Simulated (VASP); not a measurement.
An input for Quantum ESPRESSO's pw.x (written as the equivalent of a VASP run, and not itself run):

```
&CONTROL
  calculation = 'scf'
  pseudo_dir = './pseudo'
  outdir = './out'
  tprnfor = .true.
  tstress = .true.
/
&SYSTEM
  ibrav = 0
  nat = 5
  ntyp = 3
  ecutwfc = 84
  occupations = 'smearing'
  smearing = 'fermi-dirac'
  degauss = 0.000735
  input_dft = 'pz'
/
&ELECTRONS
  conv_thr = 7.3e-08
  electron_maxstep = 100
/
ATOMIC_SPECIES
  Ba 137.327 Ba.upf
  Ti 47.867 Ti.upf
  O 15.999 O.upf
CELL_PARAMETERS angstrom
     3.9900000    0.0000000    0.0000000
     0.0000000    3.9900000    0.0000000
     0.0000000    0.0000000    4.0400000
ATOMIC_POSITIONS crystal
  Ba   0.0000000  0.0000000  0.0000000
  Ti   0.5000000  0.5000000  0.5130000
  O    0.5000000  0.5000000  0.9770000
  O    0.0000000  0.5000000  0.4870000
  O    0.5000000  0.0000000  0.4870000
K_POINTS automatic
  6 6 6 0 0 0
```

### Question
Translate this input to VASP (INCAR, KPOINTS, POSCAR, choice of POTCAR).

### Answer
This is not unique; one that fits is 
**INCAR**
```
ALGO=Normal
EDIFF=1E-6
ENCUT=400
ISIF=2
ISMEAR=-1
LASPH=.TRUE.
LCHARG=.FALSE.
LMAXMIX=4
LREAL=.FALSE.
LWAVE=.FALSE.
NELM=100
PREC=Accurate
SIGMA=0.01
SYSTEM=BaTiO3
```

### POSCAR
```
BaTiO3
1
    3.9900000000     0.0000000000     0.0000000000
    0.0000000000     3.9900000000     0.0000000000
    0.0000000000     0.0000000000     4.0400000000
Ba Ti O
1 1 3
Direct
  0.0000000000   0.0000000000   0.0000000000
  0.5000000000   0.5000000000   0.5130000000
  0.5000000000   0.5000000000   0.9770000000
  0.0000000000   0.5000000000   0.4870000000
  0.5000000000   0.0000000000   0.4870000000
```

File KPOINTS:
```
kpoints
0
Gamma
  6 6 6
0 0 0
```

POTCAR, in this order: Ba_sv Ti_sv O (LDA.64 set). Program: vasp_std.

The two are equivalent in intent, not identical: the potentials are each code's own (VASP's PAW set, PseudoDojo norm-conserving files in pw.x), so ENCUT and ecutwfc are chosen apart and not converted; conv_thr bounds pw.x's estimated SCF error, while EDIFF bounds the energy change between steps.

The structure is a typed BaTiO3 crystal. The cell was not relaxed at this level. The run is one of a series of settings (GGA removed, POTCAR Ba_sv Ti_sv O (LDA.64 set) against the base run), some of them coarse on purpose.
